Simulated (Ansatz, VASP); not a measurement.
# NaF (Villiaumite) in two plane-wave programs

One calculation is typed for both programs; each brings its own data sets. How far apart do they land? The cell is taken from a series of VASP runs on this material, whose earlier steps may have relaxed, scaled or displaced it; both programs get it as it stands. Valence electrons are named where the data sets of a main pair hold unlike numbers.

Main program and level: Ansatz 0.2.0; plane waves, with VASP 6.6.1 beside it; band structure at PBE0.

### 1. Starting point

Symmetry: Fm-3m, No. 225, cubic system. The conventional cell has a = 4.640 Å, b = 4.640 Å, c = 4.640 Å, α = 90.00°, β = 90.00°, γ = 90.00°. Nearest to Na lie 6 F at 2.32 Å. Nearest to F lie 6 Na at 2.32 Å. Farther neighbours and most contacts between anions are not listed.

As a file:

```cif
data_structure
_symmetry_space_group_name_H-M 'P 1'
_symmetry_Int_Tables_number 1
_cell_length_a 3.2810
_cell_length_b 3.2810
_cell_length_c 3.2810
_cell_angle_alpha 60.000
_cell_angle_beta 60.000
_cell_angle_gamma 60.000
_cell_volume 24.97
loop_
_atom_site_label
_atom_site_type_symbol
_atom_site_fract_x
_atom_site_fract_y
_atom_site_fract_z
_atom_site_occupancy
Na1 Na 0.00000 0.00000 0.00000 1
F2 F 0.50000 0.50000 0.50000 1
```

### 2. Ansatz: band structure, PBE0

Ansatz runs on its default PAW (the set named soft_2) files.

The same path points are solved in both programs, so levels can be compared one by one.

input.yaml

```yaml
crystal:
  lattice:
    - [0.0, 2.32, 2.32]
    - [2.32, 0.0, 2.32]
    - [2.32, 2.32, 0.0]
  atoms:
    - { symbol: Na, position: [0.0, 0.0, 0.0] }
    - { symbol: F, position: [0.5, 0.5, 0.5] }
hamiltonian:
  xc: pbe0
  pseudopotentials: { kind: paw }
kpoints:
  mp_grid: { grid: [5, 5, 5] }
  band_path:
    path:
      - [0.0, 0.0, 0.0]
      - [0.5, 0.0, 0.5]
      - [0.5, 0.22222, 0.72222]
      - [0.40278, 0.34722, 0.75]
      - [0.125, 0.125, 0.25]
      - [0.27778, 0.27778, 0.27778]
      - [0.55556, 0.38889, 0.55556]
      - [0.58333, 0.25, 0.66667]
      - [0.5, 0.30556, 0.69444]
      - [0.48611, 0.48611, 0.52778]
      - [0.625, 0.25, 0.625]
      - [0.5, 0.0, 0.5]
    npoints: 1
scf:
  occupations: { method: gaussian, width: 0.03 }
  n_extra_bands: 7
output:
  forces: true
  stress: true
  eigenvalues: true
```

The run is started by

```bash
$ ansatz run input.yaml --threads 4 --pin off --max-ram 9216MiB --backend cpu --events-out ev --progress --plain --runs-dir out
```

Numbers of over 12 decimals in the logs are rounded to 6 here.

What it wrote:

```text
Warning: output.stress: scf.convergence.dr2_threshold = 1e-7 eV (the SCF's general default) is looser than the 2e-10 eV advised for a printed stress (1e-10 eV for each atom of the cell: 2). What an SCF threshold leaves in a stress goes as its square root, and in the free energy as the threshold itself, and one threshold admits the most on a small cell: [figures from the program's tests cut] Set scf.convergence.dr2_threshold to 2e-10 eV or tighter. The threshold is an SCF's pass mark: one that does not reach it within its budget of iterations ends unconverged, or closes short of it on a stop that the run arms, and scf.convergence.dr2_threshold's page says what that costs each kind of run
Warning: output.stress: scf.exx.energy_threshold = 1e-6 eV is looser than the 2e-8 eV advised for a stress under a hybrid functional (1e-8 eV for each atom of the cell: 2). Every SCF of the exchange loop can meet its threshold on dr2 while the loop round them stops early: no threshold on dr2 bounds what that leaves in the stress. Set scf.exx.energy_threshold to 2e-8 eV or tighter. The threshold is the loop's pass mark: a loop that does not reach it within its budget of cycles ends unconverged, and scf.exx.energy_threshold's page has the law
scf.n_extra_bands = 7 over 8 filled bands (N_el = 16.0): the run solves 15 bands
Engine: ansatz 0.2.0, aarch64-unknown-linux-gnu
Pseudopotentials: kind: paw
Pseudopotential: Na, paw, valence charge 9, recommended cutoff 420 eV (normal), Na.paw.azcp
Pseudopotential: F, paw, valence charge 7, recommended cutoff 420 eV (normal), F.paw.azcp
Functional definition: PBE0
  parameter a = 0.25
  parameter kappa = 0.804
  parameter beta = 0.066725
  exchange = (1 - a)*pbe_x(kappa = kappa, mu = beta*pi^2/3) + a*exact_x
  correlation = pbe_c(beta = beta)
Crystal: 2 atoms, lattice volume = 24.974 Å³
Basis set: ecut = 420 eV, 531 PW (Γ), exchange–correlation on 48×48×48 points (8 copies of the dense FFT grid, shifted against one another)
Bands: 15, of which v1, the nominal top of the filled ones, is band 8 counted from 1 (7 counted from 0)
Symmetry: 48 space group operations
Space group: Fm-3m (ITA 225), of the structure as read, at distance tolerance 2.9e-5 Å
k-points: 10 of 125
Non-local potential: Na, projectors of the file, l = 0: 3, l = 1: 2, l = 2: 1
Non-local potential: F, projectors of the file, l = 0: 2, l = 1: 2, l = 2: 1
PAW form: soft (Blöchl's): semilocal exchange-correlation on the pseudo side does not see the compensation charge
PAW frozen core: Na, regenerated for the run's functional, and the local potential with it (the file was generated under x = pbe(κ = 0.804, μ = 0.219515), c = pbe(β = 0.066725))
PAW frozen core: F, regenerated for the run's functional, and the local potential with it (the file was generated under x = pbe(κ = 0.804, μ = 0.219515), c = pbe(β = 0.066725))
PAW one-centre angular grid: Na, 110 points (default); XC on 64 Gauss nodes
PAW one-centre angular grid: F, 110 points (default); XC on 64 Gauss nodes
Initial density: superposition of atomic densities (neutral atoms: chi_scale 0, normalization atom), corrected by the library's trained network
Initial wavefunctions: pseudopotential atomic-orbital guess
Functional: x = pbe(κ = 0.804, μ = 0.219515), c = pbe(β = 0.066725), warm-up for x = 0.75 pbe(κ = 0.804, μ = 0.219515) + 0.25 exact, c = pbe(β = 0.066725)
SCF iter   1: F=—  HF=-2297.425063 eV  |F-HF|=—  |Δ(HF+E_count)|=         —  Δρ=5.01e-4  dr2=2.01e-5  ethr=1.77e-3  ⟨swp⟩=2.0  Hψ=984  notcnv=0
preconditioner: auto → none  [insulator: Δε(μ)=6.286 eV  Ē_g=30.113 eV  σ=0.030 eV  W_gap=1.00  n_scr=8 (ndim 8)  ℏωp=27.8 eV  f_vac=0.108  D(μ)=0.00/eV (n_scr^D=0)]
SCF iter   2: F=-2297.425191 eV  HF=-2297.425160 eV  |F-HF|=3.12e-5  |Δ(HF+E_count)|=   9.64e-5  Δρ=2.24e-4  dr2=5.56e-6  ethr=1.26e-7  ⟨swp⟩=3.4  Hψ=314  notcnv=0  defer=2
SCF 1 stopped early in 2 iterations: F = -2297.425191 eV  dr2 = 5.56e-6
  greatest PAW one-centre occupation: 0.999 electrons in one spin orbital (limit 2), on the Na atom at site 0 (counted from 0), in its partial waves of l = 0
Initial density: handed on by an earlier stage of this run
Initial wavefunctions: those handed on with the density
Functional: x = 0.75 pbe(κ = 0.804, μ = 0.219515) + 0.25 exact, c = pbe(β = 0.066725)
Frozen-core exchange: fock
SCF iter   1: F=—  HF=-2297.691956 eV  |F-HF|=—  |Δ(HF+E_count)|=         —  Δρ=8.77e-3  dr2=1.74e-2  ethr=3.47e-7  ⟨swp⟩=6.9  Hψ=693  notcnv=0
preconditioner: auto → none  [insulator: Δε(μ)=9.313 eV  Ē_g=34.268 eV  σ=0.030 eV  W_gap=1.00  n_scr=8 (ndim 8)  ℏωp=27.8 eV  f_vac=0.108  D(μ)=0.00/eV (n_scr^D=0)]
SCF iter   2: F=—  HF=-2297.686042 eV  |F-HF|=—  |Δ(HF+E_count)|=   5.91e-3  Δρ=4.85e-3  dr2=2.05e-3  ethr=3.47e-7  ⟨swp⟩=4.0  Hψ=491  notcnv=0
SCF iter   3: F=—  HF=-2297.689231 eV  |F-HF|=—  |Δ(HF+E_count)|=   3.19e-3  Δρ=1.90e-3  dr2=7.39e-4  ethr=3.47e-7  ⟨swp⟩=3.8  Hψ=337  notcnv=0  defer=1
SCF iter   4: F=—  HF=-2297.688999 eV  |F-HF|=—  |Δ(HF+E_count)|=   2.32e-4  Δρ=5.68e-4  dr2=7.33e-5  ethr=3.47e-7  ⟨swp⟩=3.0  Hψ=313  notcnv=0
SCF iter   5: F=—  HF=-2297.689080 eV  |F-HF|=—  |Δ(HF+E_count)|=   8.07e-5  Δρ=3.44e-4  dr2=2.66e-5  ethr=3.18e-7  ⟨swp⟩=2.3  Hψ=241  notcnv=0  defer=1
iter 6 solved again at ethr=1.93e-9 eV; its pass at ethr=1.36e-7 eV (dr2=3.09e-7 eV) is discarded
SCF iter   6: F=-2297.689080 eV  HF=-2297.689073 eV  |F-HF|=6.16e-6  |Δ(HF+E_count)|=   6.75e-6  Δρ=5.07e-5  dr2=3.52e-7  ethr=1.93e-9  ⟨swp⟩=2.7  Hψ=573  notcnv=0  defer=3
SCF 2 stopped early in 6 iterations: F = -2297.689080 eV  dr2 = 3.52e-7
hybrid outer 1: dexx = +4.256e-3 eV, tail = 1.21e-5 eV
Frozen-core exchange: fock
SCF iter   1: F=—  HF=-2297.689187 eV  |F-HF|=—  |Δ(HF+E_count)|=         —  Δρ=7.88e-5  dr2=1.19e-6  ethr=3.78e-7  ⟨swp⟩=4.0  Hψ=331  notcnv=0
preconditioner: auto → none  [insulator: Δε(μ)=9.228 eV  Ē_g=34.159 eV  σ=0.030 eV  W_gap=1.00  n_scr=8 (ndim 8)  ℏωp=27.8 eV  f_vac=0.142  D(μ)=0.00/eV (n_scr^D=0)]
SCF iter   2: F=—  HF=-2297.689187 eV  |F-HF|=—  |Δ(HF+E_count)|=   4.40e-7  Δρ=1.74e-5  dr2=4.67e-8  ethr=6.69e-9  ⟨swp⟩=3.0  Hψ=292  notcnv=0
SCF iter   3: F=—  HF=-2297.689187 eV  |F-HF|=—  |Δ(HF+E_count)|=   2.02e-7  Δρ=1.20e-5  dr2=2.68e-8  ethr=9.81e-11  ⟨swp⟩=3.5  Hψ=392  notcnv=0  defer=2
SCF iter   4: F=-2297.689187 eV  HF=-2297.689187 eV  |F-HF|=8.55e-11  |Δ(HF+E_count)|=   1.04e-8  Δρ=7.58e-7  dr2=2.24e-10  ethr=9.81e-11  ⟨swp⟩=3.1  Hψ=291  notcnv=0  defer=1
SCF 3 converged in 4 iterations: F = -2297.689187 eV  dr2 = 2.24e-10
  Residual-converged pass: ⟨swp⟩=2.9  Hψ=224  notcnv=0  max |occ|·‖R‖ = 2.4e-6 eV (tolerance 2.4e-6 eV)  dr2=2.24e-10  dr2_onsite=2.68e-11  max |Δocc| = 0.0e0
hybrid outer 2: dexx = +2.295e-7 eV, tail = 5.88e-9 eV, Δε = 1.92e-3 eV (about 5.34e-5 eV left of the loop's levels)
NSCF: frozen V_eff on 12 k-points
hybrid SCF converged: 2 outer / 10 inner (+2 warm-up), last move |dexx| = 2.30e-7 eV, tail = 5.88e-9 eV
Stability not checked: this state was not tested for a lower state beside it, because the functional holds exact exchange (a hybrid, or Hartree-Fock), whose exchange loop this test does not read (fock_operator; see scf.lower_state_search)
Free energy (F): -2297.689187 eV
Frozen-core exchange: fock
Harris-Foulkes:  -2297.689187 eV  (|F-HF|=8.55e-11)
Internal energy: -2297.689187 eV  (E = F + TS)
E sigma→0 (E₀):  -2297.689187 eV
Fermi energy:    3.503918 eV
--- Per-component energies (eV) ---
  E_band       = -285.180356
  E_kinetic    = 331.442646
  E_local      = -1698.686007  (includes V_loc(G=0)·N_el)
  E_nonlocal   = 187.560764
  E_hartree    = 604.440021
  E_xc         = -92.685320
  E_vxc        = -118.880350  (∫ρ·V_xc dr)
  E_exx        = -76.574998  (= α·E_x^exact, valence–valence)
  E_paw        = -415.215751  (= ΣΔE_a)
  E_vpaw       = -42.350180  (= ΣTr[D̂ρ^β])
  E_aug_tail   = 0.002005  (compensation charges beyond the density's cutoff)
  E_ewald      = -1137.910901
  E_core_change = -0.061644  (= ΣΔE_core)
  E_smearing   = -0.000000  (= −TS)
  E_closure    = 0.000000  (closes the sum)
  Σ components = -2297.689187   (vs F -2297.689187, Δ=-4.55e-13)
--- Forces (eV/Å), atoms counted from 1 ---
  atom   1  Na    -0.00000000     0.00000000     0.00000000
  atom   2  F      0.00000000    -0.00000000    -0.00000000
  max |Σ_I F_I| component: 3.10e-29 eV/Å
--- Stress (GPa, compression-positive) ---
       -0.106468      -0.000000      -0.000000
       -0.000000      -0.106468       0.000000
        0.000000       0.000000      -0.106468
  P = ⅓ Tr σ = -0.1065 GPa (-1.065 kbar)
--- Band table (eV; the first three rows and the last of 10) ---
  k-point 0: bands = [... 4 lower, -21.4205, -1.1095, -1.1095, -1.1095, 8.1172, 20.9546, 20.9546, 20.9546, ... 3 higher]
  k-point 1: bands = [... 4 lower, -21.0851, -1.7520, -1.2042, -1.2042, 9.4138, 17.8538, 21.5382, 21.5382, ... 3 higher]
  k-point 2: bands = [... 4 lower, -20.7644, -2.6004, -1.3542, -1.3542, 11.9200, 15.1595, 22.1671, 22.1671, ... 3 higher]
  k-point 9: bands = [... 4 lower, -20.9908, -2.2459, -1.8250, -1.5760, 14.0237, 15.2959, 18.0664, 19.9607, ... 3 higher]
```

Wall time 8.2 s (4 threads of Arm Neoverse V1, shared host); peak memory 0.5 GiB.

### 3. VASP: band structure, PBE0

The same cell, functional, mesh and smearing now go to VASP, with its own data sets.

Lines of VASP's logs that name or quote its potential files are left out, and so is its time.

The run reads the wave functions of an earlier VASP run, which isn't shown here.

INCAR

```
SYSTEM = NaF
PREC = Accurate
ENCUT = 460
EDIFF = 1E-06
NELM = 100
ISMEAR = 0
SIGMA = 0.03
LREAL = .FALSE.
ALGO = Normal
LHFCALC = .TRUE.
AEXX = 0.25
GGA = PE
LASPH = .TRUE.
NBANDS = 13
PRECFOCK = Fast
HFRCUT = -1
LORBIT = 11
LWAVE = .FALSE.
LCHARG = .FALSE.
KPAR = 4
```

POSCAR

```
NaF
1.0
    0.0000000000      2.3200000000      2.3200000000
    2.3200000000      0.0000000000      2.3200000000
    2.3200000000      2.3200000000      0.0000000000
Na F
1 1
Direct
    0.0000000000      0.0000000000      0.0000000000
    0.5000000000      0.5000000000      0.5000000000
```

KPOINTS

```
Automatic mesh
0
Gamma
5 5 5
0 0 0
```

KPOINTS_OPT

```
Line mode
10
Line-mode
Reciprocal
  0.00000000   0.00000000   0.00000000 GAMMA
  0.50000000   0.00000000   0.50000000 X

  0.50000000   0.00000000   0.50000000 X
  0.50000000   0.25000000   0.75000000 W

  0.50000000   0.25000000   0.75000000 W
  0.37500000   0.37500000   0.75000000 K

  0.37500000   0.37500000   0.75000000 K
  0.00000000   0.00000000   0.00000000 GAMMA

  0.00000000   0.00000000   0.00000000 GAMMA
  0.50000000   0.50000000   0.50000000 L

  0.50000000   0.50000000   0.50000000 L
  0.62500000   0.25000000   0.62500000 U

  0.62500000   0.25000000   0.62500000 U
  0.50000000   0.25000000   0.75000000 W

  0.50000000   0.25000000   0.75000000 W
  0.50000000   0.50000000   0.50000000 L

  0.50000000   0.50000000   0.50000000 L
  0.37500000   0.37500000   0.75000000 K

  0.62500000   0.25000000   0.62500000 U
  0.50000000   0.00000000   0.50000000 X
```

PAW data sets: Na_pv and F (PBE family, release 64).

The run is started by

```bash
$ mpirun -np 4 vasp_std
```

What it wrote:

```text
[banner, memory and clock lines left out]
running    4 mpi-ranks, on    1 nodes
 distrk:  each k-point on    1 cores,    4 groups
 distr:  one band on    1 cores,    1 groups

 POSCAR found type information on POSCAR NaF
 POSCAR found :  2 types and       2 ions
 LDA part: xc-table for (Slater+PW92), standard interpolation
 found WAVECAR, reading the header
 POSCAR, INCAR and KPOINTS ok, starting setup
 FFT: planning ... GRIDC
 FFT: planning ... GRID_SOFT
 FFT: planning ... GRID
 HFRCUT set to (new)   9.066475
 reading WAVECAR
 the WAVECAR file was read successfully
 initial charge from wavefunction
 entering main loop
       N       E                     dE             d eps       ncg     rms          rms(c)
DAV:   1    -0.108734631705E+02   -0.10873E+02   -0.81702E-01   337   0.957E+00    0.115E+00
DAV:   2    -0.108461405723E+02    0.27323E-01   -0.52670E-02   260   0.325E+00    0.462E-01
DAV:   3    -0.108424691600E+02    0.36714E-02   -0.27337E-02   305   0.172E+00    0.258E-01
DAV:   4    -0.108426624467E+02   -0.19329E-03   -0.11705E-03   300   0.672E-01    0.173E-01
DAV:   5    -0.108424141016E+02    0.24835E-03   -0.41545E-04   305   0.410E-01    0.781E-02
DAV:   6    -0.108423977027E+02    0.16399E-04   -0.98186E-05   260   0.121E-01    0.392E-02
DAV:   7    -0.108423883161E+02    0.93866E-05   -0.72421E-06   260   0.598E-02    0.239E-02
DAV:   8    -0.108423870847E+02    0.12314E-05   -0.48583E-06   260   0.398E-02    0.152E-02
DAV:   9    -0.108423877691E+02   -0.68440E-06   -0.16015E-06   260   0.196E-02
   1 F= -.10842388E+02 E0= -.10842388E+02  d E =-.316961E-19
 Start KPOINTS_OPT (optional k-point list driver)
k-point batch [1-10\100]
       N       E                     dE             ncg
DAV:   1    -0.935800168517E+03   -0.40523E+04      260
DAV:   2    -0.218562564711E+04   -0.12498E+04      275
DAV:   3    -0.224827283406E+04   -0.62647E+02      310
DAV:   4    -0.224913480812E+04   -0.86197E+00      300
DAV:   5    -0.224914330940E+04   -0.85013E-02      335
DAV:   6    -0.224914343927E+04   -0.12986E-03      335
DAV:   7    -0.224914344187E+04   -0.26090E-05      301
DAV:   8    -0.224914344197E+04   -0.95071E-07      235
[...]
k-point batch [91-100\100]
       N       E                     dE             ncg
DAV:   1    -0.960317657346E+03   -0.68168E+04      265
DAV:   2    -0.220657870987E+04   -0.12463E+04      305
DAV:   3    -0.226898943732E+04   -0.62411E+02      290
DAV:   4    -0.226978295370E+04   -0.79352E+00      305
DAV:   5    -0.226979000425E+04   -0.70505E-02      320
DAV:   6    -0.226979011184E+04   -0.10760E-03      310
DAV:   7    -0.226979011385E+04   -0.20012E-05      291
DAV:   8    -0.226979011392E+04   -0.71670E-07      225
```

(Part 1 of 2 ends here.)

[Lines on the potential files, build, host, timing and source positions are cut from VASP's logs without a mark.]

[Logs are printed without paths, hosts, clocks, repeated set-up lines and the standing remarks that a program may print on its own settings, such as how far it seeks lower states.]

[Hosts, paths, dates, database ids (printed as entryN), source tags and the programs' standing remarks are cut or masked in the printed files.]
